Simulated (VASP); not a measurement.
# MnCoO2 (R-3m) in VASP: single point with PBE

Aim: the single point of MnCoO2 with PBE.

Everything below comes from runs of VASP 6.6.1. Logs are shortened: lines on timing, memory, paths and dates and some standing lists are left out, and cuts for length are marked.

## Step 1: The structure

The structure is trigonal, space group R-3m (No. 166). Conventional cell: a = 2.850 Å, b = 2.850 Å, c = 17.913 Å, α = 90.00°, β = 90.00°, γ = 120.00°. Around Mn (site symmetry -3m) lie 2 O at 2.01 Å. Around Co (site symmetry -3m) lie 6 O at 1.91 Å. Around O (site symmetry 3m) lie 3 Co at 1.91 Å and 1 Mn at 2.01 Å.

The cell was built by a generator and needn't be a form met in nature.

## Step 2: Single point, PBE, non-collinear spin, typed start, spin-orbit coupling

The input, INCAR:

```
SYSTEM = MnCoO2
ALGO     = Fast           ! electronic algorithm
EDIFF    = 1E-6           ! SCF threshold, eV
ENCUT    = 520            ! plane-wave cutoff, eV
GGA      = PE             ! functional
GGA_COMPAT= .False.      
ISIF     = 2              ! what is computed and relaxed
ISMEAR   = -1             ! smearing method
LASPH    = .True.         ! aspherical terms in the spheres
LCHARG   = .False.        ! write CHGCAR
LMAXMIX  = 4              ! l up to which the mixer works
LORBIT   = 11             ! projections on sites
LORBMOM  = .True.       
LREAL    = .False.        ! projectors in reciprocal space
LSORBIT  = .True.         ! spin-orbit coupling
LWAVE    = .False.        ! write WAVECAR
MAGMOM   = 0 -1.196 4.338 0 0.797 -2.892 0 0 0 0 0 0 ! initial moments
NBANDS   = 48             ! bands
NELM     = 150            ! most SCF steps
PREC     = Accurate       ! precision mode
SIGMA    = 0.1            ! smearing width, eV
```

The input, KPOINTS:

```
k-points
0
Gamma
  7 7 7
  0 0 0
```

The input, POSCAR:

```
MnCoO2
1.0
    1.4251076200      2.4683570100      0.0000000000
   -1.4251076200      2.4683570100      0.0000000000
    0.0000000000     -1.6455716800      5.9709276000
Mn Co O
1 1 2
Direct
    0.0000000000      0.0000000000      0.0000000000
    0.5000000000      0.5000000000      0.5000000000
    0.1121500000      0.1121500000      0.3364500000
    0.8878500000      0.8878500000      0.6635500000
```

Potentials or basis: VASP PAW PBE potentials, release 64 (Mn_pv, Co, O).

Launch:

```bash
> cat potpaw_PBE.64/Mn_pv/POTCAR potpaw_PBE.64/Co/POTCAR potpaw_PBE.64/O/POTCAR > POTCAR
> mpirun -np 1 vasp_ncl > vasp.out
```

OUTCAR:

```text
SYSTEM = MnCoO2
   EDIFF = 1E-6
   ENCUT = 520
   GGA = PE
   ISIF = 2
   ISMEAR = -1
   LASPH = .True.
   LORBIT = 11
   LREAL = .False.
   LSORBIT = .True.
   NELM = 150
   PREC = Accurate

 ion  position               nearest neighbor table
   1  0.000  0.000  0.000-   3 2.01   4 2.01
   2  0.500  0.500  0.500-   3 1.91   4 1.91   3 1.91   3 1.91   4 1.91   4 1.91
   3  0.112  0.112  0.336-   2 1.91   2 1.91   2 1.91   1 2.01
   4  0.888  0.888  0.664-   2 1.91   2 1.91   2 1.91   1 2.01

  LATTYP: Found a trigonal (rhomboedric) cell.
 ALAT       =     6.1935356487
 COS(alpha) =     0.8941116851

  Lattice vectors:

 A1 = (   1.4251076200,   0.8227853300,   5.9709276000)
 A2 = (  -1.4251076200,   0.8227853300,   5.9709276000)
 A3 = (   0.0000000000,  -1.6455716800,   5.9709276000)

Analysis of symmetry for initial positions (statically):
=====================================================================
 Subroutine PRICEL returns:
 Original cell was already a primitive cell.

 Routine SETGRP: Setting up the symmetry group for a
 trigonal (rhombohedral) supercell.

 Subroutine GETGRP returns: Found 12 space group operations
 (whereof 12 operations were pure point group operations)
 out of a pool of 12 trial point group operations.

The static configuration has the point symmetry D_3d.

Analysis of symmetry for dynamics (positions and initial velocities):
=====================================================================
 Subroutine PRICEL returns:
 Original cell was already a primitive cell.

 Routine SETGRP: Setting up the symmetry group for a
 trigonal (rhombohedral) supercell.

 Subroutine GETGRP returns: Found 12 space group operations
 (whereof 12 operations were pure point group operations)
 out of a pool of 12 trial point group operations.

The dynamic configuration has the point symmetry D_3d.

Analysis of structural, dynamic, and magnetic symmetry:
=====================================================================
 Subroutine PRICEL returns:
 Original cell was already a primitive cell.

 Routine SETGRP: Setting up the symmetry group for a
 trigonal (rhombohedral) supercell.

 Subroutine GETGRP returns: Found  2 space group operations
 (whereof  2 operations were pure point group operations)
 out of a pool of 12 trial point group operations.

The overall configuration has the point symmetry S_2 .

 Subroutine INISYM returns: Found  2 space group operations
 (whereof  2 operations are pure point group operations),
 and found     1 'primitive' translations

----------------------------------------------------------------------------------------

                                     Primitive cell

  volume of cell :      42.0076

  direct lattice vectors                    reciprocal lattice vectors
     1.425107620  2.468357010  0.000000000     0.350850696  0.202563891  0.055826067
    -1.425107620  2.468357010  0.000000000    -0.350850696  0.202563891  0.055826067
     0.000000000 -1.645571680  5.970927600     0.000000000  0.000000000  0.167478165

  length of vectors
     2.850213686  2.850213686  6.193535546     0.408955854  0.408955854  0.167478165

  position of ions in fractional coordinates (direct lattice)
     0.000000000  0.000000000  0.000000000
     0.500000000  0.500000000  0.500000000
     0.112150000  0.112150000  0.336450000
     0.887850000  0.887850000  0.663550000

  ion indices of the primitive-cell ions
   primitive index   ion index
                 1           1
                 2           2
                 3           3
                 4           4

----------------------------------------------------------------------------------------

 KPOINTS: k-points

Automatic generation of k-mesh.
 Grid dimensions read from file:
 generate k-points for:    7    7    7

 Generating k-lattice:
[... 106 lines left out ...]
  ext. energy  EPLUGINS =         0.00000000
  ---------------------------------------------------
  free energy    TOTEN  =       -29.62050314 eV

  energy without entropy =      -29.56613640  energy(sigma->0) =      -29.59331977

 E-fermi :   7.0537     XC(G=0): -11.9411

 val. band max:        7.0256021541   @ k =  -0.2857   0.4286  -0.1429
 cond. band min:       7.0537763735   @ k =  -0.4286   0.1429  -0.1429
 fundamental gap:      0.0281742194
 Fermi energy:         7.0536919599

 k-point     1 :       0.0000    0.0000    0.0000
  band No.  band energies     occupation
      1     -43.2586      1.00000
      2     -43.0589      1.00000
      3     -42.3211      1.00000
      4     -39.2505      1.00000
      5     -39.0901      1.00000
      6     -38.4807      1.00000
[... 1165 lines left out ...]
     45      15.5420      0.00000
     46      16.4323      0.00000

 [... further k-points ...]

 [bands above 46 left out]

------------------------ aborting loop because EDIFF is reached ----------------------------------------

  FORCE on cell =-STRESS in cart. coord.  units (eV):
  Direction    XX          YY          ZZ          XY          YZ          ZX
  --------------------------------------------------------------------------------------
  -------------------------------------------------------------------------------------
  Total        1.3275962      1.3276797     -3.0061457     -0.0000021      0.0000500     -0.0000000
  in kB       50.6348071     50.6379918   -114.6550468     -0.0000807      0.0019054     -0.0000011
  external PRESSURE =      -4.4607493 kB  Pullay stress =       0.0000000 kB

 VOLUME and BASIS-vectors are now :
 -----------------------------------------------------------------------------
  energy-cutoff  :      520.00
  volume of cell :       42.01
      direct lattice vectors                 reciprocal lattice vectors
     1.425107620  2.468357010  0.000000000     0.350850696  0.202563891  0.055826067
    -1.425107620  2.468357010  0.000000000    -0.350850696  0.202563891  0.055826067
     0.000000000 -1.645571680  5.970927600     0.000000000  0.000000000  0.167478165

 POSITION                                       TOTAL-FORCE (eV/Angst)
 -----------------------------------------------------------------------------------
      0.00000      0.00000      0.00000         0.000000      0.000000      0.000000
      0.00000      1.64557      2.98546         0.000000      0.000000      0.000000
      0.00000     -0.00000      2.00892         0.000001     -0.000111     -0.958413
      0.00000      3.29114      3.96201        -0.000001      0.000111      0.958413
 -----------------------------------------------------------------------------------
    total drift:                               -0.000000      0.000000     -0.000000

  FREE ENERGIE OF THE ION-ELECTRON SYSTEM (eV)
  ---------------------------------------------------
  free  energy   TOTEN  =       -29.6205031441 eV

  energy  without entropy=      -29.5661364016  energy(sigma->0) =      -29.59331977

 orbital moment (x)

 # of ion     p       d       tot
 ----------------------------------------
  1         0.000  -0.000  -0.000
  2         0.000  -0.000  -0.000
  3         0.000   0.000   0.000
  4         0.000   0.000   0.000
 ----------------------------------------
            0.000  -0.000  -0.000

 orbital moment (y)

 # of ion     p       d       tot
 ----------------------------------------
  1         0.000  -0.001  -0.001
  2         0.000  -0.002  -0.002
  3        -0.000   0.000  -0.000
  4        -0.000   0.000  -0.000
 ----------------------------------------
            0.000  -0.003  -0.003

 orbital moment (z)

 # of ion     p       d       tot
 ----------------------------------------
  1        -0.001   0.016   0.015
  2        -0.000   0.008   0.008
  3         0.000   0.000   0.000
  4         0.000   0.000   0.000
 ----------------------------------------
           -0.001   0.024   0.023

 Spin-Orbit-Coupling matrix elements

 Ion:    1  E_soc:     -0.0276140
 l=   1
     0.0000000    -0.0035798    -0.0035943
    -0.0035798     0.0000000    -0.0035801
    -0.0035943    -0.0035801     0.0000000
 l=   2
     0.0000000    -0.0002636     0.0000000    -0.0002808    -0.0005113
    -0.0002636     0.0000000    -0.0007121    -0.0000483    -0.0002808
     0.0000000    -0.0007121     0.0000000    -0.0006866     0.0000000
    -0.0002808    -0.0000483    -0.0006866     0.0000000    -0.0002693
    -0.0005113    -0.0002808     0.0000000    -0.0002693     0.0000000
 l=   3
     0.0000000     0.0000000     0.0000000     0.0000000     0.0000000     0.0000000     0.0000000
     0.0000000     0.0000000     0.0000000     0.0000000     0.0000000     0.0000000     0.0000000
     0.0000000     0.0000000     0.0000000     0.0000000     0.0000000     0.0000000     0.0000000
     0.0000000     0.0000000     0.0000000     0.0000000     0.0000000     0.0000000     0.0000000
[... 49 lines left out ...]
 l=   2
     0.0000000     0.0000000     0.0000000     0.0000000     0.0000000
     0.0000000     0.0000000     0.0000000     0.0000000     0.0000000
     0.0000000     0.0000000     0.0000000     0.0000000     0.0000000
     0.0000000     0.0000000     0.0000000     0.0000000     0.0000000
     0.0000000     0.0000000     0.0000000     0.0000000     0.0000000
 l=   3
     0.0000000     0.0000000     0.0000000     0.0000000     0.0000000     0.0000000     0.0000000
     0.0000000     0.0000000     0.0000000     0.0000000     0.0000000     0.0000000     0.0000000
     0.0000000     0.0000000     0.0000000     0.0000000     0.0000000     0.0000000     0.0000000
     0.0000000     0.0000000     0.0000000     0.0000000     0.0000000     0.0000000     0.0000000
     0.0000000     0.0000000     0.0000000     0.0000000     0.0000000     0.0000000     0.0000000
     0.0000000     0.0000000     0.0000000     0.0000000     0.0000000     0.0000000     0.0000000
     0.0000000     0.0000000     0.0000000     0.0000000     0.0000000     0.0000000     0.0000000

 total charge

# of ion       s       p       d       tot
------------------------------------------
    1        0.321   6.192   4.970  11.483
    2        0.417   0.640   7.325   8.381
    3        1.562   3.443   0.000   5.004
    4        1.562   3.443   0.000   5.004
--------------------------------------------------
tot          3.862  13.717  12.294  29.873

 magnetization (x)

# of ion       s       p       d       tot
------------------------------------------
    1       -0.000  -0.000  -0.000  -0.000
    2       -0.000  -0.000  -0.000  -0.000
    3       -0.000   0.000   0.000   0.000
    4       -0.000   0.000   0.000   0.000
--------------------------------------------------
tot         -0.000   0.000  -0.000  -0.000

 magnetization (y)

# of ion       s       p       d       tot
------------------------------------------
    1       -0.003  -0.007  -0.941  -0.951
    2       -0.002  -0.002  -0.023  -0.026
    3       -0.000   0.001   0.000   0.001
    4       -0.000   0.001   0.000   0.001
--------------------------------------------------
tot         -0.005  -0.006  -0.964  -0.975

 magnetization (z)

# of ion       s       p       d       tot
------------------------------------------
    1        0.010   0.026   3.402   3.438
    2        0.006   0.006   0.084   0.095
    3        0.001  -0.005   0.000  -0.003
    4        0.001  -0.005   0.000  -0.003
--------------------------------------------------
tot          0.018   0.022   3.487   3.527
```

Run time: 14 min. Hardware: 1 thread of Intel Xeon 6975P-C (Granite Rapids), shared host; peak memory 0.64 GiB.

Results:

* Free energy: -29.6205 eV
* Pressure: -0.4 GPa
* Largest force: 0.958 eV/Å
* Net moment: 3.85 μB per cell
* Valence electrons inside the program's atomic spheres: Mn 11.48; Co 8.38; O 5.00

Forces in eV/Å, atoms in the order of the input:
```
Mn   0.000  0.000  0.000
Co   0.000  0.000  0.000
O    0.000  0.000 -0.958
O    0.000  0.000  0.958
```

Moments on the atoms (μB; x, y, z):
```
Mn   0.00 -0.95  3.44
Co   0.00 -0.03  0.10
O    0.00  0.00  0.00
O    0.00  0.00  0.00
```

Caveat: the k mesh is coarse (spacing up to 0.37 Å⁻¹), so the values aren't converged.
